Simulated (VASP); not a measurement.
```yaml
crystal:
  lattice:
    - [2.97495, 0.00000, 0.00000]
    - [0.00000, 2.97495, 0.00000]
    - [0.00000, 0.00000, 2.97495]
  atoms:
    - { symbol: Al, position: [0.50000, 0.50000, 0.50000] }
    - { symbol: Ru, position: [0.00000, 0.00000, 0.00000] }
```

Computed with PBEsol GGA, VASP's PBE PAW potentials (set 64) (plane waves; VASP). Settings: 480 eV cut-off, 12×12×12 Γ-centred mesh, first-order Methfessel-Paxton smearing of 0.10 eV, potentials Al Ru_pv.

Each row applies one change to this cell, which was relaxed at other settings and keeps the small stress of the first row; at a fixed cut-off the stress holds a Pulay part, so it need not integrate to ΔE exactly. Stress is in GPa, positive when the cell is compressed.

```
change                                    ΔE (meV/atom)    σxx    σyy    σzz  largest shear component, with its sign (GPa)  largest force (eV/Å)
----------------------------------------  -------------  -----  -----  -----  --------------------------------------------  --------------------
none                                                0.0   0.22   0.22   0.22                                          0.00                 0.000
atom 2 (Ru) moved by -0.025 Å along y               1.3   0.28   0.23   0.28                                          0.00                 0.205
atom 2 (Ru) moved by -0.075 Å along z               [?]    [?]    [?]    [?]                                           [?]                   [?]
atom 2 (Ru) moved by -0.150 Å along z               [?]    [?]    [?]    [?]                                           [?]                   [?]
uniaxial strain of +1.0 % along x                   1.2  -3.14  -1.32  -1.32                                          0.00                 0.000
uniaxial strain of +0.5 % along x                   0.2  -1.49  -0.56  -0.56                                          0.00                 0.000
isotropic strain of -0.5 %                          2.4   3.66   3.66   3.66                                          0.00                 0.000
biaxial strain of +1.5 % in the xy plane            8.2  -6.78  -6.78  -4.24                                          0.00                 0.000
```

**Question.** Complete the blanks.

**Answer.** 
- atom 2 (Ru) moved by -0.075 Å along z, ΔE (meV/atom): 11.5
- atom 2 (Ru) moved by -0.075 Å along z, σxx: 0.82
- atom 2 (Ru) moved by -0.075 Å along z, σyy: 0.82
- atom 2 (Ru) moved by -0.075 Å along z, σzz: 0.37
- atom 2 (Ru) moved by -0.075 Å along z, largest shear component, with its sign (GPa): 0.00
- atom 2 (Ru) moved by -0.075 Å along z, largest force (eV/Å): 0.614
- atom 2 (Ru) moved by -0.150 Å along z, ΔE (meV/atom): 46.0
- atom 2 (Ru) moved by -0.150 Å along z, σxx: 2.64
- atom 2 (Ru) moved by -0.150 Å along z, σyy: 2.64
- atom 2 (Ru) moved by -0.150 Å along z, σzz: 0.81
- atom 2 (Ru) moved by -0.150 Å along z, largest shear component, with its sign (GPa): 0.00
- atom 2 (Ru) moved by -0.150 Å along z, largest force (eV/Å): 1.225

Failed runs are left out, and for metals the shear rows, which the mesh's noise covers.

The compound is RuAl in the CsCl type structure. The electron count is odd and the run is not spin-polarised, which forces a metal.
